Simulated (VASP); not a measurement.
# TiB2: stress against strain

TiB2 (AlB2 type, P6/mmm, 8.561 Å³/atom and stress up to 0.29 GPa in the relaxed cell, c along z) under a strain ε along c (axis z), the other axes held. PBE in VASP (plane waves, PAW), 600 eV, 18×18×14 Γ-centred mesh, Methfessel-Paxton smearing 0.10 eV; ions are relaxed, or left where forces stay under 0.02 eV/Å, within the symmetry of each cell. Stress is positive for a compressed cell.

Here s stands for strain and y for stress zz.

| strain (%) | stress zz (GPa) |
|---|---|
| -1.50 | 6.74 |
| -1.00 | 4.35 |
| -0.50 | 1.99 |
| 0.00 | -0.29 |
| 0.50 | -2.53 |
| 1.00 | -4.71 |
| 1.50 | -6.85 |
| 3.00 | ? |

Fit y against s with a straight line, and predict the withheld value at s = 3.00.

Means: s 0, y -0.186. About the means, the sum of products is -31.705 and the sum of squares of s is 7.0000; the slope is their ratio. Least squares gives y = -0.186 - 4.5293·s. Residuals (row less fit): 0.132, 0.007, -0.089, -0.104, -0.079, 0.005, 0.130; standard error 0.109 (degrees of freedom: 5). The slope gives the elastic constant C33 = about 450 GPa. At the withheld row, y = -0.186 - 4.5293 × 3.0 = -13.774 GPa. The calculation gives -12.91 GPa, 0.864 GPa above the prediction (4.4 % of the range of y in the table). The row lies outside the fitted rows, so this is an extrapolation. From the scatter of the fitted rows alone, a prediction at this place has a standard error of 0.170 GPa, so the miss is 5.1 times that.

A polynomial of degree 2 through the 12 other runs of the series gives -12.92 there, so most of the miss is curvature that the fit leaves out. In a metal these values are sensitive to mesh and smearing; energies are taken to zero smearing, stresses follow the free energy. The runs aren't spin-polarised. Rows are the converged runs of the series near zero and its far end, less any whose ions stayed unrelaxed beside relaxed ones; series whose fitted rows scatter by over a few per cent of the range, as at a crossing or softening among them, aren't shown in this form. Most that stay on the fit to the last digits aren't either.
